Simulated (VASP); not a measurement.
Level of theory: r2SCAN+rVV10, VASP's PBE PAW potentials (set 64) (plane waves; VASP).

VASP input:

File POSCAR:
```
MnF2
1
    4.8456519621     0.0000000000     0.0000000000
    0.0000000000     4.8456519621     0.0000000000
    0.0000000000     0.0000000000     3.2913006229
Mn F
2 4
Direct
  0.0000000000   0.0000000000   1.0000000000
  0.5000000000   0.5000000000   0.5000000000
  0.3040431909   0.3040431909   0.0000000000
  0.8040431909   0.1959568091   0.5000000000
  0.1959568091   0.8040431909   0.5000000000
  0.6959568091   0.6959568091   1.0000000000
```

### INCAR
```
# general
SYSTEM    =  MnF2
PREC      =  Accurate
ENCUT     =  520
LREAL     =  .False.
LASPH     =  .True.

# electronic loop
EDIFF     =  1E-7
NELM      =  100
ALGO      =  Normal
LMAXMIX   =  4
LMIXTAU   =  .True.

# smearing
ISMEAR    =  -5

# functional
METAGGA   =  R2SCAN
LUSE_VDW  =  .True.
BPARAM    =  11.95
CPARAM    =  0.0093

# spin
ISPIN     =  2
MAGMOM    =  4.6 -4.6 -0.0 2*0.0 -0.0

# ions
ISIF      =  2

# output
LWAVE     =  .False.
LCHARG    =  .False.
LORBIT    =  11
NEDOS     =  601

# other
LEFG      =  .True.
```

File KPOINTS:
```
Automatic mesh
0
Gamma
5 5 8
0 0 0
```

KPOINTS_OPT:
```
k-points along high-symmetry lines
5
Line-mode
Reciprocal
  0.000000   0.000000   0.000000 ! GAMMA
  0.500000   0.500000   0.000000 ! Y

  0.500000   0.500000   0.000000 ! Y
  0.500000   0.500000   0.000000 ! C_0

  0.500000  -0.500000   0.000000 ! SIGMA_0
  0.000000   0.000000   0.000000 ! GAMMA

  0.000000   0.000000   0.000000 ! GAMMA
  0.000000   0.000000   0.500000 ! Z

  0.000000   0.000000   0.500000 ! Z
  0.500000  -0.500000   0.500000 ! A_0

  0.500000   0.500000   0.500000 ! E_0
  0.500000   0.500000   0.500000 ! T

  0.500000   0.500000   0.500000 ! T
  0.500000   0.500000   0.000000 ! Y

  0.000000   0.000000   0.000000 ! GAMMA
  0.500000  -0.000000   0.000000 ! S

  0.500000  -0.000000   0.000000 ! S
  0.500000  -0.000000   0.500000 ! R

  0.500000  -0.000000   0.500000 ! R
  0.000000   0.000000   0.500000 ! Z

  0.000000   0.000000   0.500000 ! Z
  0.500000   0.500000   0.500000 ! T
```

POTCAR, in this order: Mn_pv F (PBE.64 set). Program: vasp_std.

The resulting files:

**OSZICAR**
```
       N       E                     dE             d eps       ncg     rms          rms(c)
DAV:   1     0.716441753589E+03    0.71644E+03   -0.31890E+04  3904   0.195E+03
DAV:   2     0.301236991498E+01   -0.71343E+03   -0.69265E+03  4312   0.568E+02
DAV:   3    -0.724786418623E+02   -0.75491E+02   -0.74923E+02  4352   0.194E+02
DAV:   4    -0.744584471336E+02   -0.19798E+01   -0.19744E+01  4552   0.325E+01
DAV:   5    -0.744921875716E+02   -0.33740E-01   -0.33723E-01  4232   0.476E+00    0.195E+01
DAV:   6    -0.614418840590E+02    0.13050E+02   -0.21507E+01  4888   0.407E+01    0.182E+01
DAV:   7    -0.564617557287E+02    0.49801E+01   -0.29899E+00  4344   0.148E+01    0.124E+01
DAV:   8    -0.610010967101E+02   -0.45393E+01   -0.25435E+00  4336   0.131E+01    0.511E+00
DAV:   9    -0.571390516931E+02    0.38620E+01   -0.14954E+00  4312   0.801E+00    0.273E+00
DAV:  10    -0.576261092733E+02   -0.48706E+00   -0.49773E-01  3960   0.544E+00    0.399E-01
DAV:  11    -0.576463738890E+02   -0.20265E-01   -0.20882E-02  4424   0.124E+00    0.128E-01
DAV:  12    -0.576380140718E+02    0.83598E-02   -0.42804E-03  4016   0.600E-01    0.819E-02
DAV:  13    -0.576478162603E+02   -0.98022E-02   -0.57218E-03  3840   0.646E-01    0.468E-02
DAV:  14    -0.576481349823E+02   -0.31872E-03   -0.17967E-04  4528   0.140E-01    0.129E-02
DAV:  15    -0.576483357077E+02   -0.20073E-03   -0.11185E-04  3904   0.854E-02    0.799E-03
DAV:  16    -0.576483329764E+02    0.27313E-05   -0.68350E-06  4280   0.236E-02    0.355E-03
DAV:  17    -0.576483361037E+02   -0.31273E-05   -0.96125E-07  4320   0.882E-03    0.224E-03
DAV:  18    -0.576483353092E+02    0.79449E-06   -0.29034E-07  3680   0.520E-03    0.306E-04
DAV:  19    -0.576483361120E+02   -0.80272E-06   -0.73686E-08  2648   0.244E-03    0.377E-04
DAV:  20    -0.576483360643E+02    0.47710E-07   -0.55359E-09  2264   0.869E-04
   1 F= -.57648336E+02 E0= -.57648336E+02  d E =0.000000E+00  mag=    -0.0000
       N       E                     dE             ncg
       N       E                     dE             ncg
```

**OUTCAR**
```
------------------------ aborting loop because EDIFF is reached ----------------------------------------
  FORCE on cell =-STRESS in cart. coord.  units (eV):
  Direction    XX          YY          ZZ          XY          YZ          ZX
  --------------------------------------------------------------------------------------
  Total       -0.0648834     -0.0648834      0.0194688     -0.0000000      0.0000000      0.0000000
  in kB       -1.3451545     -1.3451545      0.4036238     -0.0000000      0.0000000      0.0000000
  external PRESSURE =      -0.7622284 kB  Pullay stress =       0.0000000 kB
  volume of cell :       77.28
      direct lattice vectors                 reciprocal lattice vectors
     4.845651962  0.000000000  0.000000000     0.206370579  0.000000000  0.000000000
     0.000000000  4.845651962  0.000000000     0.000000000  0.206370579  0.000000000
     0.000000000  0.000000000  3.291300623     0.000000000  0.000000000  0.303831255
 POSITION                                       TOTAL-FORCE (eV/Angst)
 -----------------------------------------------------------------------------------
      0.00000      0.00000      0.00000         0.000000      0.000000      0.000000
      2.42283      2.42283      1.64565         0.000000      0.000000      0.000000
      1.47329      1.47329      0.00000        -0.012370     -0.012370     -0.000000
      3.89611      0.94954      1.64565        -0.012370      0.012370      0.000000
      0.94954      3.89611      1.64565         0.012370     -0.012370     -0.000000
      3.37236      3.37236      0.00000         0.012370      0.012370      0.000000
 -----------------------------------------------------------------------------------
    total drift:                                0.000000      0.000000      0.000000
  FREE ENERGIE OF THE ION-ELECTRON SYSTEM (eV)
  ---------------------------------------------------
  free  energy   TOTEN  =       -57.6483360643 eV

  energy  without entropy=      -57.6483360643  energy(sigma->0) =      -57.64833606

 total charge

# of ion       s       p       d       tot
------------------------------------------
    1        0.164   6.140   4.953  11.257
    2        0.164   6.140   4.953  11.257
    3        1.738   4.396   0.000   6.134
    4        1.738   4.396   0.000   6.134
    5        1.738   4.396   0.000   6.134
    6        1.738   4.396   0.000   6.134
--------------------------------------------------
tot          7.279  29.864   9.907  47.050

 magnetization (x)

# of ion       s       p       d       tot
------------------------------------------
    1        0.015   0.015   4.569   4.599
    2       -0.015  -0.015  -4.569  -4.599
    3       -0.003  -0.023   0.000  -0.025
    4        0.003   0.023   0.000   0.025
    5        0.003   0.023   0.000   0.025
    6       -0.003  -0.023   0.000  -0.025
--------------------------------------------------
tot          0.000   0.000  -0.000  -0.000

 Electric field gradients after diagonalization (V/A^2)
 (convention: |V_zz| > |V_xx| > |V_yy|)
----------------------------------------------------------------------
 ion       V_xx      V_yy      V_zz     asymmetry (V_yy - V_xx)/ V_zz
----------------------------------------------------------------------
   1     -14.492   -12.579    27.071       0.071
   2     -14.492   -12.579    27.071       0.071
   3      38.155    17.470   -55.625       0.372
   4      38.155    17.470   -55.625       0.372
   5      38.155    17.470   -55.625       0.372
   6      38.155    17.470   -55.625       0.372
```
(Selected blocks of OUTCAR.)

**OUTCAR**
```
 val. band max:        2.3455404426   @ k =   0.4000   0.2000   0.5000

 cond. band min:       5.2496395686   @ k =   0.0000   0.0000   0.0000


 Fermi energy:         2.4072702134

 spin component 1

 k-point     1 :       0.0000    0.0000    0.0000
  band No.  band energies     occupation
      1     -49.0017      1.00000
      2     -48.9448      1.00000
      3     -48.9447      1.00000
      4     -42.5176      1.00000
      5     -42.4496      1.00000
      6     -42.4467      1.00000
      7     -22.8822      1.00000
      8     -22.3632      1.00000
      9     -22.3456      1.00000
     10     -22.2795      1.00000
     11      -5.1784      1.00000
     12      -4.2362      1.00000
     13      -3.8221      1.00000
     14      -3.6962      1.00000
     15      -3.2024      1.00000
     16      -3.2009      1.00000
     17      -3.1641      1.00000
     18      -3.1167      1.00000
     19      -2.2499      1.00000
     20      -1.8781      1.00000
     21      -1.8622      1.00000
     22      -1.5725      1.00000
     23       0.6597      1.00000
     24       0.8949      1.00000
     25       1.0648      1.00000
     26       2.0164      1.00000
     27       2.2940      1.00000
     28       5.2496      0.00000
     29       6.2432      0.00000
     30       6.8138      0.00000
     31       6.8334      0.00000
     32       7.8742      0.00000

 k-point     2 :       0.2000    0.0000    0.0000
  band No.  band energies     occupation
      1     -49.0017      1.00000
      2     -48.9449      1.00000
      3     -48.9447      1.00000
      4     -42.5177      1.00000
      5     -42.4496      1.00000
      6     -42.4467      1.00000
      7     -22.8366      1.00000
      8     -22.4256      1.00000
      9     -22.3307      1.00000
     10     -22.2818      1.00000
     11      -5.0336      1.00000
     12      -4.2360      1.00000
     13      -3.7306      1.00000
     14      -3.7077      1.00000
...
```

The compound is MnF2 in the rutile structure. It was relaxed first.
